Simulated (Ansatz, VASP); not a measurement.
# Cross-check of LaB6 between VASP and Ansatz

One calculation is typed for both programs; each brings its own data sets and cutoff. How far apart do they land?

Main program and level: Ansatz 0.2.0; plane waves, with VASP 6.6.1 beside it; single point at PBEsol and zone-centre phonons at r2SCAN.

## (1) The starting structure

Symmetry: Pm-3m, No. 221, cubic system. Conventional cell: a = 4.157 Å, b = 4.157 Å, c = 4.157 Å, α = 90.00°, β = 90.00°, γ = 90.00°. Nearest to La lie 24 B at 3.05 Å. B has 6 B at 1.64 to 2.51 Å and 4 La at 3.05 Å nearest. Farther neighbours are not listed.

## (2) VASP: single point, PBEsol

A single point gives forces, pressure and levels at one fixed geometry, so differences don't come from the geometry; what else differs is listed under the comparison.

Lines of VASP's logs that name or quote its potential files are left out, and so is its time.

Contents of INCAR:

```
SYSTEM = LaB6
PREC = Accurate
ENCUT = 420
EDIFF = 1E-05
NELM = 100
ISMEAR = 0
SIGMA = 0.05
LREAL = .FALSE.
ALGO = Normal
GGA = PS
NBANDS = 21
LASPH = .TRUE.
LORBIT = 11
LWAVE = .FALSE.
LCHARG = .FALSE.
KPAR = 8
```

Contents of POSCAR:

```
LaB6
1.0
    4.1570000000      0.0000000000      0.0000000000
    0.0000000000      4.1570000000      0.0000000000
    0.0000000000      0.0000000000      4.1570000000
La B
1 6
Direct
    0.0000000000      0.0000000000      0.0000000000
    0.5000000000      0.5000000000      0.8025000000
    0.5000000000      0.5000000000      0.1975000000
    0.5000000000      0.8025000000      0.5000000000
    0.8025000000      0.5000000000      0.5000000000
    0.5000000000      0.1975000000      0.5000000000
    0.1975000000      0.5000000000      0.5000000000
```

Contents of KPOINTS:

```
Automatic mesh
0
Gamma
6 6 6
0 0 0
```

Potentials, in the order of the species: La and B (PBE family, release 64).

Command:

```bash
mpirun -np 8 vasp_std
```

Numbers of over 12 decimals in the logs are rounded to 6 here.

What it wrote:

```text
[banner, memory and clock lines left out]
running    8 mpi-ranks, on    1 nodes
 distrk:  each k-point on    1 cores,    8 groups
 distr:  one band on    1 cores,    1 groups

 POSCAR found type information on POSCAR LaB
 POSCAR found :  2 types and       7 ions
|                                                                             |
|           W    W    AA    RRRRR   N    N  II  N    N   GGGG   !!!           |
|           W    W   A  A   R    R  NN   N  II  NN   N  G    G  !!!           |
|           W    W  A    A  R    R  N N  N  II  N N  N  G       !!!           |
|           W WW W  AAAAAA  RRRRR   N  N N  II  N  N N  G  GGG   !            |
|           WW  WW  A    A  R   R   N   NN  II  N   NN  G    G                |
|           W    W  A    A  R    R  N    N  II  N    N   GGGG   !!!           |
|                                                                             |
|     For optimal performance we recommend to set                             |
|       NCORE = 2 up to number-of-cores-per-socket                            |
|     NCORE specifies how many cores store one orbital (NPAR=cpu/NCORE).      |
|     This setting can greatly improve the performance of VASP for DFT.       |
|     The default, NCORE=1 might be grossly inefficient on modern             |
|     multi-core architectures or massively parallel machines. Do your        |
|     Unfortunately you need to use the default for GW and RPA                |
|     calculations (for HF NCORE is supported but not extensively tested      |
|     yet).                                                                   |
|                                                                             |

|                                                                             |
|               ----> ADVICE to this user running VASP <----                  |
|                                                                             |
|     You enforced a specific xc type in the INCAR file but a different       |
|     [... a line on the potential file left out ...]
|     I HOPE YOU KNOW WHAT YOU ARE DOING!                                     |
|                                                                             |

 LDA part: xc-table for (Slater+PW92), standard interpolation
 POSCAR, INCAR and KPOINTS ok, starting setup
 FFT: planning ... GRIDC
 FFT: planning ... GRID_SOFT
 FFT: planning ... GRID
 WAVECAR not read
 entering main loop
       N       E                     dE             d eps       ncg     rms          rms(c)
DAV:   1     0.201887535630E+03    0.20189E+03   -0.97053E+03   872   0.148E+03
DAV:   2    -0.148280947857E+02   -0.21672E+03   -0.19346E+03  1024   0.279E+02
DAV:   3    -0.541562983002E+02   -0.39328E+02   -0.35656E+02  1249   0.135E+02
DAV:   4    -0.555465263493E+02   -0.13902E+01   -0.13850E+01  1524   0.275E+01
DAV:   5    -0.555881359528E+02   -0.41610E-01   -0.41559E-01  1305   0.367E+00    0.889E+00
DAV:   6    -0.518071649480E+02    0.37810E+01   -0.94572E+00  1282   0.168E+01    0.452E+00
DAV:   7    -0.515286578238E+02    0.27851E+00   -0.40386E+00  1419   0.101E+01    0.184E+00
DAV:   8    -0.516230188400E+02   -0.94361E-01   -0.19398E+00  1412   0.128E+01    0.134E+00
DAV:   9    -0.515064779638E+02    0.11654E+00   -0.30274E-01  1422   0.423E+00    0.638E-01
DAV:  10    -0.514895855968E+02    0.16892E-01   -0.18197E-01  1443   0.330E+00    0.130E-01
DAV:  11    -0.514903700205E+02   -0.78442E-03   -0.86922E-03  1443   0.623E-01    0.111E-01
DAV:  12    -0.514900115246E+02    0.35850E-03   -0.78535E-04  1393   0.228E-01    0.561E-02
DAV:  13    -0.514898183208E+02    0.19320E-03   -0.98974E-04  1464   0.241E-01    0.917E-03
DAV:  14    -0.514898237181E+02   -0.53973E-05   -0.44042E-05  1177   0.434E-02
   1 F= -.51489824E+02 E0= -.51489120E+02  d E =-.140666E-02
```

From OUTCAR (step 2):

```text
ion  position               nearest neighbor table
   1  0.000  0.000  0.000-
   2  0.500  0.500  0.803-   3 1.64   4 1.78   5 1.78   6 1.78   7 1.78
   3  0.500  0.500  0.197-   2 1.64   4 1.78   5 1.78   6 1.78   7 1.78
   4  0.500  0.803  0.500-   6 1.64   3 1.78   5 1.78   2 1.78   7 1.78
   5  0.803  0.500  0.500-   7 1.64   3 1.78   4 1.78   6 1.78   2 1.78
   6  0.500  0.197  0.500-   4 1.64   3 1.78   2 1.78   5 1.78   7 1.78
   7  0.197  0.500  0.500-   5 1.64   3 1.78   4 1.78   2 1.78   6 1.78

  LATTYP: Found a simple cubic cell.
 ALAT       =     4.1570000000

 Subroutine GETGRP returns: Found 48 space group operations
 (whereof 48 operations were pure point group operations)

The static configuration has the point symmetry O_h .

 Found     20 irreducible k-points:

   k-points           NKPTS =     20   k-points in BZ     NKDIM =     20   number of bands    NBANDS=     21

   dimension x,y,z NGX =    28 NGY =   28 NGZ =   28
   dimension x,y,z NGXF=    56 NGYF=   56 NGZF=   56

   ENCUT  =  420.0 eV  30.87 Ry    5.56 a.u.   6.95  6.95  6.95*2*pi/ulx,y,z

   NELECT =      29.0000    total number of electrons

 k-points in reciprocal lattice and weights: Automatic mesh
   0.00000000  0.00000000  0.00000000       0.005
   0.16666667  0.00000000  0.00000000       0.028
   0.33333333  0.00000000  0.00000000       0.028
   0.50000000  0.00000000  0.00000000       0.014
   0.16666667  0.16666667  0.00000000       0.056
   0.33333333  0.16666667  0.00000000       0.111
   0.50000000  0.16666667  0.00000000       0.056
   0.33333333  0.33333333  0.00000000       0.056
   0.50000000  0.33333333  0.00000000       0.056
[...]
0.50000000  0.50000000  0.33333333       0.028
   0.50000000  0.50000000  0.50000000       0.005

 average (electrostatic) potential at core
       1 -95.7655       2 -24.1410       3 -24.1410       4 -24.1410       5 -24.1410
       6 -24.1410       7 -24.1410

 E-fermi :   8.4465

 k-point     1 :       0.0000    0.0000    0.0000
  band No.  band energies     occupation
    ...
     10       1.4601      2.00000
     11       1.4601      2.00000
     12       6.6929      2.00000
     13       6.6929      2.00000
     14       6.6929      2.00000
     15       8.6356      0.00000
     16       8.6356      0.00000
     17       8.6356      0.00000
     18       9.9085      0.00000
     19       9.9085      0.00000
    ...

 k-point     2 :       0.1667    0.0000    0.0000
  band No.  band energies     occupation
    ...
     11       2.8656      2.00000
     12       6.0195      2.00000
     13       6.0195      2.00000
     14       6.7834      2.00000
     15       7.5797      2.00000
     16       9.3905      0.00000
     17       9.3905      0.00000
     18      10.0178      0.00000
     19      10.4138      0.00000
     20      10.4309      0.00000
    ...

 k-point     3 :       0.3333    0.0000    0.0000
  band No.  band energies     occupation
    ...
     11       4.4906      2.00000
     12       5.2958      2.00000
     13       5.2958      2.00000
     14       6.3888      2.00000
     15       6.9851      2.00000
     16       9.9702      0.00000
     17       9.9702      0.00000
     18      10.0597      0.00000
     19      10.5372      0.00000
     20      10.6157      0.00000
    ...

  Total       -1.6209974     -1.6209974     -1.6209974      0.0000000      0.0000000      0.0000000
  in kB      -36.1537060    -36.1537060    -36.1537060      0.0000000      0.0000000      0.0000000
  external PRESSURE =     -36.1537060 kB  Pullay stress =       0.0000000 kB

  energy-cutoff  :      420.00
  volume of cell :       71.84
      direct lattice vectors                 reciprocal lattice vectors
     4.157000000  0.000000000  0.000000000     0.240558095  0.000000000  0.000000000
     0.000000000  4.157000000  0.000000000     0.000000000  0.240558095  0.000000000
     0.000000000  0.000000000  4.157000000     0.000000000  0.000000000  0.240558095

 POSITION                                       TOTAL-FORCE (eV/Angst)
 -----------------------------------------------------------------------------------
      0.00000      0.00000      0.00000         0.000000     -0.000000     -0.000000
      2.07850      2.07850      3.33599         0.000000     -0.000000     -0.582174
      2.07850      2.07850      0.82101         0.000000     -0.000000      0.582174
      2.07850      3.33599      2.07850         0.000000     -0.582174     -0.000000
      3.33599      2.07850      2.07850        -0.582174     -0.000000     -0.000000
      2.07850      0.82101      2.07850         0.000000      0.582174     -0.000000
      0.82101      2.07850      2.07850         0.582174      0.000000     -0.000000
 -----------------------------------------------------------------------------------
    total drift:                               -0.000000     -0.000000      0.000000

  FREE ENERGIE OF THE ION-ELECTRON SYSTEM (eV)
  ---------------------------------------------------
  free  energy   TOTEN  =       -51.4898237181 eV

  energy  without entropy=      -51.4884170599  energy(sigma->0) =      -51.48912039

 total charge
# of ion       s       p       d       f       tot
--------------------------------------------------
    1        2.006   5.640   0.638   0.226   8.510
    2        0.692   1.348   0.000   0.000   2.040
    3        0.692   1.348   0.000   0.000   2.040
    4        0.692   1.348   0.000   0.000   2.040
    5        0.692   1.348   0.000   0.000   2.040
    6        0.692   1.348   0.000   0.000   2.040
    7        0.692   1.348   0.000   0.000   2.040
--------------------------------------------------
tot          6.156  13.727   0.638   0.226  20.747

[... 3 further parts left out ...]
```

This run has no spin polarisation. Its electron count is odd, so without a moment it is a metal by construction.

## (3) Ansatz: single point, PBEsol

Ansatz runs on its default PAW (the set named soft_2) files.

The same cell, functional, mesh and smearing now go to Ansatz, which takes its cutoff from its data sets.

Contents of input.yaml:

```yaml
crystal:
  lattice:
    - [4.157, 0.0, 0.0]
    - [0.0, 4.157, 0.0]
    - [0.0, 0.0, 4.157]
  atoms:
    - { symbol: La, position: [0.0, 0.0, 0.0] }
    - { symbol: B, position: [0.5, 0.5, 0.8025] }
    - { symbol: B, position: [0.5, 0.5, 0.1975] }
    - { symbol: B, position: [0.5, 0.8025, 0.5] }
    - { symbol: B, position: [0.8025, 0.5, 0.5] }
    - { symbol: B, position: [0.5, 0.1975, 0.5] }
    - { symbol: B, position: [0.1975, 0.5, 0.5] }
hamiltonian:
  xc: pbesol
  pseudopotentials: { kind: paw }
kpoints:
  mp_grid: { grid: [6, 6, 6] }
scf:
  occupations: { method: gaussian, width: 0.05 }
  n_extra_bands: 5
output:
  forces: true
  stress: true
  eigenvalues: true
  write_density: true
  write_potential: true
  elf: true
  volumetric_format: npy
```

Command:

```bash
ansatz run input.yaml --threads 4 --pin off --max-ram 9216MiB --backend cpu --events-out ev --progress --plain --runs-dir out
```

What it wrote:

```text
scf.n_extra_bands = 5 over 15 filled bands (N_el = 29.0): the run solves 20 bands
Engine: ansatz 0.2.0, aarch64-unknown-linux-gnu
Pseudopotentials: kind: paw
Pseudopotential: La, paw, valence charge 11, recommended cutoff 420 eV (normal), La.paw.azcp
Pseudopotential: B, paw, valence charge 3, recommended cutoff 420 eV (normal), B.paw.azcp
Functional definition: PBEsol
  exchange = pbesol_x
  correlation = pbesol_c
Crystal: 7 atoms, lattice volume = 71.836 Å³
Basis set: ecut = 420 eV, 1365 PW (Γ), exchange–correlation on 60×60×60 points (8 copies of the dense FFT grid, shifted against one another)
Bands: 20, of which v1, the nominal top of the filled ones, is band 15 counted from 1 (14 counted from 0)
Symmetry: 48 space group operations
Space group: Pm-3m (ITA 221), of the structure as read, at distance tolerance 4.2e-5 Å
k-points: 20 of 216
Non-local potential: La, projectors of the file, l = 0: 3, l = 1: 2, l = 2: 2, l = 3: 3
Non-local potential: B, projectors of the file, l = 0: 2, l = 1: 2, l = 2: 1
PAW form: soft (Blöchl's): semilocal exchange-correlation on the pseudo side does not see the compensation charge
PAW frozen core: La, regenerated for the run's functional, and the local potential with it (the file was generated under x = pbe(κ = 0.804, μ = 0.219515), c = pbe(β = 0.066725))
PAW frozen core: B, regenerated for the run's functional, and the local potential with it (the file was generated under x = pbe(κ = 0.804, μ = 0.219515), c = pbe(β = 0.066725))
PAW one-centre angular grid: La, 590 points (default); XC on 64 Gauss nodes
PAW one-centre angular grid: B, 110 points (default); XC on 64 Gauss nodes
Initial density: superposition of atomic densities (neutral atoms: chi_scale 0, normalization atom), corrected by the library's trained network
Initial wavefunctions: pseudopotential atomic-orbital guess
Functional: x = pbesol(κ = 0.804, μ = 0.123457), c = pbesol(β = 0.046)
SCF iter   1: F=—  HF=-7081.202751 eV  |F-HF|=—  |Δ(HF+E_count)|=         —  Δρ=4.35e-3  dr2=2.17e-2  ethr=1.77e-3  ⟨swp⟩=4.8  Hψ=1922  notcnv=0
preconditioner: auto → Resta (q_TF=auto, 2.345 Å⁻¹)  ε∞=5.8  [insulator: Δε(μ)=0.110 eV  Ē_g=10.348 eV  σ=0.050 eV  W_gap=0.74  n_scr=18 (ndim 8)  ℏωp=22.8 eV  f_vac=0.000  D(μ)=1.08/eV (n_scr^D=6)  ε∞_Penn≈5.8]
SCF iter   2: F=—  HF=-7081.196692 eV  |F-HF|=—  |Δ(HF+E_count)|=   6.06e-3  Δρ=2.21e-3  dr2=5.32e-3  ethr=7.49e-5  ⟨swp⟩=2.9  Hψ=868  notcnv=0  defer=20
SCF iter   3: F=—  HF=-7081.194991 eV  |F-HF|=—  |Δ(HF+E_count)|=   1.70e-3  Δρ=3.33e-4  dr2=7.45e-5  ethr=1.84e-5  ⟨swp⟩=2.0  Hψ=694  notcnv=0  defer=20
SCF iter   4: F=—  HF=-7081.195025 eV  |F-HF|=—  |Δ(HF+E_count)|=   3.49e-5  Δρ=5.12e-5  dr2=1.27e-6  ethr=2.57e-7  ⟨swp⟩=2.5  Hψ=651  notcnv=0  defer=20
SCF iter   5: F=—  HF=-7081.195026 eV  |F-HF|=—  |Δ(HF+E_count)|=   5.39e-7  Δρ=1.40e-5  dr2=1.13e-7  ethr=4.38e-9  ⟨swp⟩=2.5  Hψ=636  notcnv=0  defer=20
SCF iter   6: F=-7081.195026 eV  HF=-7081.195026 eV  |F-HF|=8.15e-10  |Δ(HF+E_count)|=   5.56e-8  Δρ=1.73e-6  dr2=2.28e-9  ethr=3.45e-10  ⟨swp⟩=11.5  Hψ=2782  notcnv=0
SCF 1 converged in 6 iterations: F = -7081.195026 eV  dr2 = 2.28e-9
  greatest PAW one-centre occupation: 0.970 electrons in one spin orbital (limit 2), on the La atom at site 0 (counted from 0), in its partial waves of l = 0
SCF converged after 6 iterations
Free energy (F): -7081.195026 eV
Harris-Foulkes:  -7081.195026 eV  (|F-HF|=8.15e-10)
Internal energy: -7081.193652 eV  (E = F + TS)
E sigma→0 (E₀):  -7081.194339 eV
Entropy (-TS):   -0.001374 eV (-0.196 meV/atom)
Fermi energy:    11.983132 eV
--- Per-component energies (eV) ---
  E_band       = 46.270409
  E_kinetic    = 490.427014
  E_local      = -384.104479  (includes V_loc(G=0)·N_el)
  E_nonlocal   = 167.717754
  E_hartree    = 117.222193
  E_xc         = -332.676703
  E_vxc        = -378.976943  (∫ρ·V_xc dr)
  E_paw        = -5783.298309  (= ΣΔE_a)
  E_vpaw       = -83.236903  (= ΣTr[D̂ρ^β])
  E_aug_tail   = -0.000018  (compensation charges beyond the density's cutoff)
  E_ewald      = -1356.738879
  E_core_change = 0.257775  (= ΣΔE_core)
  E_smearing   = -0.001374  (= −TS)
  E_closure    = 0.000000  (closes the sum)
  Σ components = -7081.195026   (vs F -7081.195026, Δ=0.00e0)
--- Forces (eV/Å), atoms counted from 1 ---
  atom   1  La     0.00000000     0.00000000    -0.00000000
  atom   2  B     -0.00000000     0.00000000    -0.60805173
  atom   3  B     -0.00000000    -0.00000000     0.60805173
  atom   4  B      0.00000000    -0.60805173     0.00000000
  atom   5  B     -0.60805173    -0.00000000     0.00000000
  atom   6  B     -0.00000000     0.60805173     0.00000000
  atom   7  B      0.60805173     0.00000000     0.00000000
  max |Σ_I F_I| component: 6.66e-16 eV/Å
--- Stress (GPa, compression-positive) ---
       -3.823867       0.000000       0.000000
        0.000000      -3.823867       0.000000
       -0.000000       0.000000      -3.823867
  P = ⅓ Tr σ = -3.8239 GPa (-38.239 kbar)
--- Band table (eV; the first three rows and the last of 20) ---
  k-point 0: bands = [... 11 lower, 10.2402, 10.2402, 10.2402, 12.1497, 12.1497, 12.1497, 13.4608, 13.4608, ... 1 higher]
  k-point 1: bands = [... 11 lower, 9.5658, 9.5658, 10.3291, 11.1208, 12.8891, 12.8891, 13.5288, 13.8524, ... 1 higher]
  k-point 2: bands = [... 11 lower, 8.8427, 8.8427, 9.9381, 10.5265, 13.4672, 13.4672, 13.5204, 13.9940, ... 1 higher]
  k-point 19: bands = [... 11 lower, 9.6486, 9.6486, 9.6486, 13.4877, 13.7316, 13.7316, 13.7316, 13.7574, ... 1 higher]
```

Run time: 1.7 s. Hardware: 4 threads of Arm Neoverse N1, shared host; peak memory 0.38 GiB; 5 s of CPU time.

In the SCF lines HF is the Harris–Foulkes energy and dr2 the Hartree energy of the density residual, in eV; the loop may stop once dr2 is under the threshold and the program's other checks hold. Hψ counts applications of the Hamiltonian.

The run ends at a pressure of -3.82 GPa, with forces up to 0.61 eV/Å.

## (4) Comparison

Known differences besides the potentials themselves: Ansatz makes its cores anew for this functional, VASP keeps those of its PBE data sets. Total energies have different zeros and are not compared.

The two programs side by side:

```tsv
quantity	Ansatz	VASP	difference
pressure (GPa)	-3.82	-3.62	-0.21
pressure without Ansatz's Pulay correction (GPa)	-4.05	-3.62	-0.43
```

Forces (eV/Å; atoms numbered as in POSCAR):

```tsv
atom	Ansatz x, y, z	VASP x, y, z
La1	0.000, 0.000, 0.000	0.000, 0.000, 0.000
B2	0.000, 0.000, -0.608	0.000, 0.000, -0.582
B3	0.000, 0.000, 0.608	0.000, 0.000, 0.582
B4	0.000, -0.608, 0.000	0.000, -0.582, 0.000
B5	-0.608, 0.000, 0.000	-0.582, 0.000, 0.000
B6	0.000, 0.608, 0.000	0.000, 0.582, 0.000
B7	0.608, 0.000, 0.000	0.582, 0.000, 0.000
```

The forces differ by 14 meV/Å r.m.s., which is 4.4 % of the r.m.s. force of 0.31 eV/Å (both taken over all components). Ansatz's pressure holds a Pulay correction of 0.23 GPa; VASP's holds none.

## (5) What the set-up changes

Further runs change the set-up of one program: Ansatz's method, potentials or start, or VASP's data sets, cutoff or form of LDA. The table gives Ansatz less VASP for each quantity, since a change that brings one quantity closer may part another.

```tsv
run	r.m.s. force difference (meV/Å)	pressure (GPa)	pressure without Ansatz's Pulay correction (GPa)
as above	14	-0.21	-0.43
cores kept as stored	13	-0.094	-0.32
Ansatz's all-electron LAPW method	13	-0.26	
Ansatz's larger PAW set (cutoff 760 eV)	12	-0.23	
norm-conserving potentials (cutoff 1497 eV)	13	0.13
```

(Continued in part 2 of 2.)

[Lines on the potential files, build, host, timing and source positions are cut from VASP's logs without a mark.]

[Logs are printed without paths, hosts, clocks, repeated set-up lines and the standing remarks that a program may print on its own settings, such as how far it seeks lower states.]

[Hosts, paths, dates, database ids (printed as entryN), source tags and the programs' standing remarks are cut or masked in the printed files.]
